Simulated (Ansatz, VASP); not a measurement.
# TiTeS (1T-TiSTe, 2 layers, AB): VASP beside Ansatz, part 2 of 2

Wanted: the spread between two codes on one cell, functional and k mesh.

VASP 6.6.1 and Ansatz 0.2.0.

So far: The starting structure; Ansatz: single point, r2SCAN; VASP: single point, r2SCAN.

**3. VASP: single point, r2SCAN (continued)**

Level of this step: r2SCAN, no spin polarisation; plane waves and PAW (Te, Ti, S) (VASP).

Numbers of over 12 decimals in the logs are rounded to 6 here.

From OUTCAR (step 3):

```text
ion  position               nearest neighbor table
   1  0.667  0.333  0.320-   3 2.79   3 2.79   3 2.79
   2  0.000  0.000  0.563-   4 2.79   4 2.79   4 2.79
   3  0.000  0.000  0.390-   5 2.40   5 2.40   5 2.40   1 2.79   1 2.79   1 2.79
   4  0.333  0.667  0.633-   6 2.40   6 2.40   6 2.40   2 2.79   2 2.79   2 2.79
   5  0.333  0.667  0.435-   3 2.40   3 2.40   3 2.40
   6  0.667  0.333  0.678-   4 2.40   4 2.40   4 2.40

  LATTYP: Found a hexagonal cell.
 ALAT       =     3.5800000000
 C/A-ratio  =     7.5121504631

 Subroutine GETGRP returns: Found  6 space group operations
 (whereof  6 operations were pure point group operations)

The static configuration has the point symmetry C_3v.

 Found     12 irreducible k-points:

   k-points           NKPTS =     12   k-points in BZ     NKDIM =     12   number of bands    NBANDS=     32

   dimension x,y,z NGX =    16 NGY =   16 NGZ =  120
   dimension x,y,z NGXF=    32 NGYF=   32 NGZF=  240

   ENCUT  =  300.0 eV  22.05 Ry    4.70 a.u.   5.06  5.06 37.98*2*pi/ulx,y,z

   NELECT =      32.0000    total number of electrons

 k-points in reciprocal lattice and weights: Automatic mesh
   0.00000000  0.00000000  0.00000000       0.012
   0.11111111  0.00000000  0.00000000       0.074
   0.22222222 -0.00000000  0.00000000       0.074
   0.33333333  0.00000000  0.00000000       0.074
   0.44444444 -0.00000000  0.00000000       0.074
   0.11111111  0.11111111  0.00000000       0.074
   0.22222222  0.11111111  0.00000000       0.148
   0.33333333  0.11111111  0.00000000       0.148
   0.44444444  0.11111111  0.00000000       0.074
   0.22222222  0.22222222  0.00000000       0.074
   0.33333333  0.22222222  0.00000000       0.148
   0.33333333  0.33333333  0.00000000       0.025

 dipolmoment           0.000000      0.000000      0.024959 electrons x Angstroem

 average (electrostatic) potential at core
       1 -99.4960       2 -99.4781       3 -34.7675       4 -34.7656       5 -95.0261
       6 -95.0030

 E-fermi :  -0.3269

 k-point     1 :       0.0000    0.0000    0.0000
  band No.  band energies     occupation
    ...
      8      -3.7365      2.00000
      9      -3.7281      2.00000
     10      -3.7281      2.00000
     11      -2.8651      2.00000
     12      -2.0307      2.00000
     13      -0.1397      0.04622
     14      -0.1397      0.04622
     15      -0.1344      0.04162
     16      -0.1344      0.04162
     17       0.4995      0.00000
    ...

 k-point     2 :       0.1111    0.0000    0.0000
  band No.  band energies     occupation
    ...
     12      -1.8685      2.00000
     13      -0.9515      1.99999
     14      -0.8991      1.99998
     15      -0.5300      1.96615
     16      -0.5014      1.94074
     17       0.1893      0.00007
     18       0.2313      0.00003
     19       0.8051      0.00000
     20       0.8606      0.00000
     21       1.1218      0.00000
    ...

 k-point     3 :       0.2222   -0.0000    0.0000
  band No.  band energies     occupation
    ...
     12      -2.6563      2.00000
     13      -2.0675      2.00000
     14      -1.7343      2.00000
     15      -1.0047      2.00000
     16      -0.9665      1.99999
     17      -0.0229      0.00456
     18       0.0507      0.00105
     19       0.9456      0.00000
     20       0.9919      0.00000
     21       1.0457      0.00000
    ...

  Total        0.6485776      0.6485776      0.2572550      0.0000000     -0.0000000      0.0000000
  in kB        3.4811967      3.4811967      1.3807986      0.0000000     -0.0000000      0.0000000
  external PRESSURE =       2.7810640 kB  Pullay stress =       0.0000000 kB

  energy-cutoff  :      300.00
  volume of cell :      298.50
      direct lattice vectors                 reciprocal lattice vectors
     3.580000000  0.000000000  0.000000000     0.279329609  0.161271025  0.000000000
    -1.790000000  3.100370945  0.000000000     0.000000000  0.322542050  0.000000000
     0.000000000  0.000000000 26.893498658     0.000000000  0.000000000  0.037183708

 POSITION                                       TOTAL-FORCE (eV/Angst)
 -----------------------------------------------------------------------------------
      1.79000      1.03346      8.61351         0.000000     -0.000000     -0.023434
      0.00000      0.00000     15.14927         0.000000     -0.000000      0.004782
      0.00000      0.00000     10.48211        -0.000000     -0.000000     -0.012501
     -0.00000      2.06691     17.02133        -0.000000      0.000000      0.018641
     -0.00000      2.06691     11.70402         0.000000     -0.000000     -0.010154
      1.79000      1.03346     18.23387        -0.000000      0.000000      0.022666
 -----------------------------------------------------------------------------------
    total drift:                               -0.000006     -0.000027      0.004216

  FREE ENERGIE OF THE ION-ELECTRON SYSTEM (eV)
  ---------------------------------------------------
  free  energy   TOTEN  =       -99.4328943095 eV

  energy  without entropy=      -99.4187564223  energy(sigma->0) =      -99.42582537

 vacuum level on the upper side and lower side of the slab         4.884         4.477

 total charge
# of ion       s       p       d       tot
------------------------------------------
    1        1.398   2.023   0.039   3.460
    2        1.401   2.014   0.040   3.455
    3        0.419   0.681   2.393   3.493
    4        0.420   0.685   2.394   3.499
    5        1.339   2.427   0.000   3.767
    6        1.339   2.430   0.000   3.768
--------------------------------------------------
tot          6.315  10.260   4.866  21.441

[... 3 further parts left out ...]
```

This run has no spin polarisation, so a moment on Ti, if there is one, isn't seen. The data set Ti keeps the semicore shell frozen, which is cheaper and a little less accurate.

**4. Differences**

Known differences besides the potentials themselves: VASP keeps PBE cores, Ansatz makes them for the functional; the data sets hold 68 valence electrons in Ansatz (default PAW (the set named soft_2) files) and 32 in VASP; the cutoff is 500 eV in Ansatz and 300 eV in VASP (PREC = Normal). Total energies have different zeros and are not compared.

Both answers:

| quantity | Ansatz | VASP | difference |
| --- | --- | --- | --- |
| work function, lower of the two faces (eV) | 4.79 | 4.80 | -0.02 |
| work function, higher of the two faces (eV) | 5.17 | 5.21 | -0.04 |

At this near-relaxed geometry the largest component of a force difference is 38 meV/Å. VASP's log warns that it found no field-free region in the vacuum, so its work functions are uncertain.

**5. What the set-up changes**

Further runs change the set-up of one program: Ansatz's method, potentials or start, or VASP's data sets, cutoff or form of LDA. The table gives Ansatz less VASP for each quantity, since a change that brings one quantity closer may part another.

| run | r.m.s. force difference (meV/Å) | work function, lower of the two faces (eV) | work function, higher of the two faces (eV) |
| --- | --- | --- | --- |
| as above | 15 | -0.017 | -0.036 |
| cores kept as stored | 15 | -0.018 | -0.034 |
| Ansatz's larger PAW set (cutoff 910 eV) | 15 | -0.017 | -0.037 |
| norm-conserving potentials (cutoff 1230 eV) | 14 | -0.015 | -0.037 |

**6. Results**

| Quantity | Value |
| --- | --- |
| r.m.s. force difference (single point, r2SCAN) | 15 meV/Å |

The r.m.s. force difference is 15 meV/Å (single point, r2SCAN), beyond the 12 meV/Å picked in this series as the mark of a large difference. For single point, r2SCAN, no further run moves any of the tabulated differences by more than a quarter of its size. Such differences can come from data sets, numerical settings and the points named under the comparisons, not from the functional's error against experiment.

[Lines on the potential files, build, host, timing and source positions are cut from VASP's logs without a mark.]

[Logs are printed without paths, hosts, clocks, repeated set-up lines and the standing remarks that a program may print on its own settings, such as how far it seeks lower states.]

[Hosts, paths, dates, database ids (printed as entryN), source tags and the programs' standing remarks are cut or masked in the printed files.]
